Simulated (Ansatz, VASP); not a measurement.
# TiO2 (Rutile) in two plane-wave programs, part 2 of 2

Wanted: the spread between two codes on one cell, functional and k mesh.

VASP 6.6.1 and Ansatz 0.2.0.

So far: Set-up; VASP: relaxation of cell and atoms, r2SCAN; Ansatz: relaxation of cell and atoms, r2SCAN.

## Step 4: Side by side

Known differences besides the potentials themselves: VASP keeps PBE cores, Ansatz makes them for the functional; both relaxations stop at a tolerance, which leaves soft axes loose, and VASP keeps its plane-wave basis; the cutoff is 500 eV in Ansatz and 560 eV in VASP; Ansatz adds a Pulay correction to the stress that steers its cell, VASP none. Total energies have different zeros and are not compared.

Both answers:

| quantity | Ansatz | VASP | difference |
| --- | --- | --- | --- |
| volume (Å³) | 62.41 | 62.69 | -0.43 % |
| edge a after relaxation, in the typed setting (Å) | 4.597 | 4.601 | -0.09 % |
| edge c after relaxation, in the typed setting (Å) | 2.954 | 2.961 | -0.25 % |

The walks stopped with 0.00 GPa left in Ansatz and 0.00 GPa in VASP; each walk ends within a tolerance, so the volume difference is uncertain by about these residues over the bulk modulus, most in soft cells.

## Step 5: VASP: relaxation of cell and atoms, BLYP with D3(BJ)

The relaxed volume is the usual yardstick between codes: its relative difference is about their pressure difference at one cell divided by the bulk modulus.

The input, INCAR:

```
SYSTEM = TiO2
PREC = Accurate
ENCUT = 560
EDIFF = 1E-06
NELM = 100
ISMEAR = -1
SIGMA = 0.05
LREAL = .FALSE.
ALGO = Normal
GGA = B5
ALDAX = 1
AGGAX = 1
AGGAC = 1
ALDAC = 0
IVDW = 12
VDW_S6 = 1
VDW_S8 = 2.6996
VDW_A1 = 0.4298
VDW_A2 = 4.2359
NBANDS = 30
LASPH = .TRUE.
LORBIT = 11
LWAVE = .FALSE.
LCHARG = .FALSE.
KPAR = 4
IBRION = 2
NSW = 60
ISIF = 3
EDIFFG = -0.01
```

The input, POSCAR:

```
TiO2
1.0
    4.5922000000      0.0000000000      0.0000000000
    0.0000000000      4.5922000000      0.0000000000
    0.0000000000      0.0000000000      2.9574000000
Ti O
2 4
Direct
    0.0000000000      0.0000000000      0.0000000000
    0.5000000000      0.5000000000      0.5000000000
    0.3049600000      0.3049600000      0.0000000000
    0.1950400000      0.8049600000      0.5000000000
    0.6950400000      0.6950400000      0.0000000000
    0.8049600000      0.1950400000      0.5000000000
```

The input, KPOINTS:

```
Automatic mesh
0
Gamma
5 5 8
0 0 0
```

The projector-augmented-wave data sets are Ti_sv and O (PBE family, release 64).

On the command line:

```bash
$ mpirun -np 4 vasp_std
```

Numbers of over 12 decimals in the logs are rounded to 6 here.

The log of the run:

```text
[banner, memory and clock lines left out]
running    4 mpi-ranks, on    1 nodes
[...]
[... a notice as in an earlier step ...]

 LDA part: xc-table for (Slater(with rela. corr.)+VWN5), standard interpolation
 POSCAR, INCAR and KPOINTS ok, starting setup
[...]
entering main loop
       N       E                     dE             d eps       ncg     rms          rms(c)
DAV:   1     0.699643756531E+03    0.69964E+03   -0.25875E+04  1800   0.199E+03
DAV:   2     0.492953436412E+02   -0.65035E+03   -0.61551E+03  1918   0.573E+02
DAV:   3    -0.653550231969E+02   -0.11465E+03   -0.11197E+03  2678   0.213E+02
DAV:   4    -0.702281189095E+02   -0.48731E+01   -0.48670E+01  2504   0.459E+01
[...]
DAV:  13    -0.514159590682E+02    0.37950E-04   -0.21765E-04  2258   0.160E-01    0.579E-03
DAV:  14    -0.514159601603E+02   -0.10921E-05   -0.10501E-05  2362   0.254E-02    0.465E-03
DAV:  15    -0.514159597090E+02    0.45123E-06   -0.11595E-06  1070   0.100E-02
   1 F= -.54680833E+02 E0= -.54680833E+02  d E =-.546808E+02
[... from here on, the cycles between the ionic steps are left out ...]
   2 F= -.54673370E+02 E0= -.54673370E+02  d E =0.746286E-02
   3 F= -.54692052E+02 E0= -.54692052E+02  d E =-.112191E-01
   4 F= -.54692049E+02 E0= -.54692049E+02  d E =-.112163E-01
   5 F= -.54692442E+02 E0= -.54692442E+02  d E =-.392303E-03
   6 F= -.54692449E+02 E0= -.54692449E+02  d E =-.400106E-03
[...]
reached required accuracy - stopping structural energy minimisation
```

OUTCAR, selected parts (step 5):

```text
 Edisp (eV)   -3.22276

 Edisp (eV)   -3.22359

  Total       0.01512     0.01512     0.01061     0.00000     0.00000     0.00000
  in kB       0.38364     0.38364     0.26930     0.00000     0.00000     0.00000
  external pressure =        0.35 kB  Pullay stress =        0.00 kB

 POSITION                                       TOTAL-FORCE (eV/Angst)
 -----------------------------------------------------------------------------------
      0.00000      0.00000      0.00000        -0.000000      0.000000     -0.000000
      2.30559      2.30559      1.48471        -0.000000      0.000000     -0.000000
      1.40079      1.40079      0.00000         0.000643      0.000643     -0.000000
      0.90480      3.70638      1.48471        -0.000643      0.000643     -0.000000
      3.21039      3.21039      0.00000        -0.000643     -0.000643      0.000000
      3.70638      0.90480      1.48471         0.000643     -0.000643      0.000000
 -----------------------------------------------------------------------------------
    total drift:                               -0.000000      0.000000      0.000000

  FREE ENERGIE OF THE ION-ELECTRON SYSTEM (eV)
  ---------------------------------------------------
  free  energy   TOTEN  =       -54.6924493096 eV

  energy  without entropy=      -54.6924493086  energy(sigma->0) =      -54.69244931

[... 2 parts as in an earlier step ...]

[... 2 further parts left out ...]
[key lines of the parts left out:]
E-fermi :   5.9108
```

## Step 6: Ansatz: relaxation of cell and atoms, BLYP with D3(BJ)

The same cell, functional (in two slightly different forms), mesh and smearing now go to Ansatz, which takes its cutoff from its data sets.

The input, input.yaml:

```yaml
crystal:
  lattice:
    - [4.5922, 0.0, 0.0]
    - [0.0, 4.5922, 0.0]
    - [0.0, 0.0, 2.9574]
  atoms:
    - { symbol: Ti, position: [0.0, 0.0, 0.0] }
    - { symbol: Ti, position: [0.5, 0.5, 0.5] }
    - { symbol: O, position: [0.30496, 0.30496, 0.0] }
    - { symbol: O, position: [0.19504, 0.80496, 0.5] }
    - { symbol: O, position: [0.69504, 0.69504, 0.0] }
    - { symbol: O, position: [0.80496, 0.19504, 0.5] }
hamiltonian:
  xc: blyp
  pseudopotentials: { kind: paw }
  dispersion: d3bj
kpoints:
  mp_grid: { grid: [5, 5, 8] }
scf:
  occupations: { method: fermi_dirac, width: 0.05 }
relax:
  f_tol: 0.01
  max_steps: 60
  cell: { stress_tol: 0.05 }
output:
  forces: true
  stress: true
```

On the command line:

```bash
$ ansatz run input.yaml --threads 4 --pin off --max-ram 9216MiB --backend cpu --events-out ev --progress --plain --runs-dir out
```

The log of the run:

```text
[...]
Crystal: 6 atoms, lattice volume = 62.367 Å³
Basis set: ecut = 420 eV, 1217 PW (Γ), exchange–correlation on 64×64×40 points (8 copies of the dense FFT grid, shifted against one another)
Bands: 30, of which v1, the nominal top of the filled ones, is band 24 counted from 1 (23 counted from 0)
Symmetry: 16 space group operations
[...]
k-points: 30 of 200
[...]
cell:  # Å, volume = 62.8887 Å³
    - [4.606215, 0, 0.0]
    - [0, 4.606215, 0.0]
    - [0.0, 0.0, 2.964038]
  atoms:
    - { symbol: Ti, position: [0, 0, 0.0] }
    - { symbol: Ti, position: [0.5, 0.5, 0.5] }
    - { symbol: O, position: [0.303877, 0.303877, 0.0] }
    - { symbol: O, position: [0.196123, 0.803877, 0.5] }
    - { symbol: O, position: [0.696123, 0.696123, 0.0] }
    - { symbol: O, position: [0.803877, 0.196123, 0.5] }
[key lines of the parts left out:]
SCF converged after 6 iterations
Free energy (F): -7301.404535 eV
Fermi energy:    10.214422 eV
P = ⅓ Tr σ = 0.0045 GPa (0.045 kbar)
```

Elapsed: 7.7 s, on 4 threads of Arm Neoverse V1, shared host; peak memory 0.39 GiB; 27 s of CPU time.

## Step 7: Side by side

What differs besides the data sets and the points named for the pairs above, as far as they apply: the cutoff is 420 eV in Ansatz and 560 eV in VASP; Ansatz makes its cores anew for this functional, VASP keeps those of its PBE data sets; VASP's log shows a relativistic correction to its local exchange, Ansatz's none. Total energies have different zeros and are not compared.

Both answers:

| quantity | Ansatz | VASP | difference |
| --- | --- | --- | --- |
| volume (Å³) | 62.89 | 63.14 | -0.40 % |
| edge a after relaxation, in the typed setting (Å) | 4.606 | 4.611 | -0.11 % |
| edge c after relaxation, in the typed setting (Å) | 2.964 | 2.969 | -0.18 % |

The walks stopped with 0.00 GPa left in Ansatz and 0.03 GPa in VASP; each walk ends within a tolerance, so the volume difference is uncertain by about these residues over the bulk modulus, most in soft cells.

## Step 8: Outcome

| Item | Value |
| --- | --- |
| difference in volume (relaxation of cell and atoms, r2SCAN) | -0.43 % |
| difference in volume (relaxation of cell and atoms, BLYP with D3(BJ)) | -0.40 % |

What this shows: The difference in volume is -0.43 % (relaxation of cell and atoms, r2SCAN), within the 1.2 % picked in this series as the mark of a large difference, as far as the stopping tolerances let one tell. How closely two codes agree says nothing of how well the functional describes the real material.

[Lines on the potential files, build, host, timing and source positions are cut from VASP's logs without a mark.]

[Logs are printed without paths, hosts, clocks, repeated set-up lines and the standing remarks that a program may print on its own settings, such as how far it seeks lower states.]

[Hosts, paths, dates, database ids (printed as entryN), source tags and the programs' standing remarks are cut or masked in the printed files.]
